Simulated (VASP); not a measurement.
Here is the system:

```
GaV
1.0
    2.73621     0.00000     0.00000
   -1.36810     2.36962     0.00000
    0.00000     0.00000     4.28422
V Ga
1 1
Cartesian
  0.00000   0.00000   0.00000
  0.00000   1.57975   2.14211
```

Computed with PBEsol GGA, VASP's PBE PAW potentials (set 64) (plane waves; VASP 6.6.1). Run with 400 eV cut-off, Gaussian smearing of 0.050 eV, potentials V_sv Ga_d.

**Question.** Predict the band gap (along the path) with the smallest direct gap where there is one.

**Answer.** 
```json
{
 "band gap (along the path)": "none (metal, semimetal or under 0.01 eV)"
}
```

Only differences to runs with the same potentials and settings are physical.

The structure comes from a computed database's VGa entry (P-6m2); how it stands against other phases isn't given here. It was relaxed first. The run is not spin-polarised, so no magnetic state was tried.
